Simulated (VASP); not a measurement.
All values below come from PBE GGA with D3 dispersion (zero damping), VASP's PBE PAW potentials (set 64) (plane waves; VASP).

VASP input:

### INCAR
```
ALGO=Normal
EDIFF=1E-7
ENCUT=520
GGA=PE
ISIF=2
ISMEAR=-5
IVDW=11
LASPH=.TRUE.
LCHARG=.TRUE.
LMAXMIX=4
LORBIT=11
LREAL=.FALSE.
LWAVE=.FALSE.
NEDOS=601
NELM=100
PREC=Accurate
SYSTEM=PbSe
```

POSCAR:
```
PbSe
1
    0.0000000000     3.0850635325     3.0850635325
    3.0850635325     0.0000000000     3.0850635325
    3.0850635325     3.0850635325     0.0000000000
Pb Se
1 1
Direct
  0.0000000000   0.0000000000   0.0000000000
  0.5000000000   0.5000000000   0.5000000000
```

**KPOINTS**
```
Automatic mesh
0
Gamma
8 8 8
0 0 0
```

POTCAR, in this order: Pb_d Se (PBE.64 set). Program: vasp_std.

What VASP printed:

**OSZICAR**
```
       N       E                     dE             d eps       ncg     rms          rms(c)
DAV:   1     0.160338114447E+03    0.16034E+03   -0.96690E+03   812   0.146E+03
DAV:   2     0.449013354526E+01   -0.15585E+03   -0.15328E+03   848   0.354E+02
DAV:   3    -0.820062559442E+01   -0.12691E+02   -0.12643E+02  1070   0.106E+02
DAV:   4    -0.848853566985E+01   -0.28791E+00   -0.28777E+00   866   0.191E+01
DAV:   5    -0.849855844553E+01   -0.10023E-01   -0.10023E-01  1116   0.362E+00    0.273E+00
DAV:   6    -0.819493935986E+01    0.30362E+00   -0.81819E-01  1156   0.704E+00    0.152E+00
DAV:   7    -0.819060790863E+01    0.43315E-02   -0.13021E-01   904   0.200E+00    0.845E-01
DAV:   8    -0.819415696306E+01   -0.35491E-02   -0.14074E-02   884   0.155E+00    0.158E-01
DAV:   9    -0.819372151256E+01    0.43545E-03   -0.26188E-03  1244   0.584E-01    0.574E-02
DAV:  10    -0.819380642243E+01   -0.84910E-04   -0.21961E-04   866   0.116E-01    0.201E-02
DAV:  11    -0.819381273464E+01   -0.63122E-05   -0.75879E-05  1022   0.100E-01    0.638E-03
DAV:  12    -0.819381293670E+01   -0.20206E-06   -0.45557E-06  1004   0.166E-02    0.266E-03
DAV:  13    -0.819381290467E+01    0.32034E-07   -0.57326E-07   878   0.645E-03
   1 F= -.86624228E+01 E0= -.86624228E+01  d E =0.000000E+00
```

**OUTCAR**
```
------------------------ aborting loop because EDIFF is reached ----------------------------------------
 Edisp (eV)   -0.46861
  FORCE on cell =-STRESS in cart. coord.  units (eV):
  Direction    XX          YY          ZZ          XY          YZ          ZX
  --------------------------------------------------------------------------------------
  Total       0.01472     0.01472     0.01472     0.00000     0.00000    -0.00000
  in kB       0.40152     0.40152     0.40152     0.00000     0.00000    -0.00000
  external pressure =        0.40 kB  Pullay stress =        0.00 kB
  volume of cell :       58.72
      direct lattice vectors                 reciprocal lattice vectors
     0.000000000  3.085063532  3.085063532    -0.162071217  0.162071217  0.162071217
     3.085063532  0.000000000  3.085063532     0.162071217 -0.162071217  0.162071217
     3.085063532  3.085063532  0.000000000     0.162071217  0.162071217 -0.162071217
  FREE ENERGIE OF THE ION-ELECTRON SYSTEM (eV)
  ---------------------------------------------------
  free  energy   TOTEN  =        -8.6624227642 eV

  energy  without entropy=       -8.6624227642  energy(sigma->0) =       -8.66242276

 total charge

# of ion       s       p       d       tot
------------------------------------------
    1        1.477   0.523   9.839  11.839
    2        1.466   2.328   0.016   3.810
--------------------------------------------------
tot          2.943   2.851   9.855  15.649
```
(Selected blocks of OUTCAR.)

The compound is PbSe in the rock salt structure. It was relaxed first.
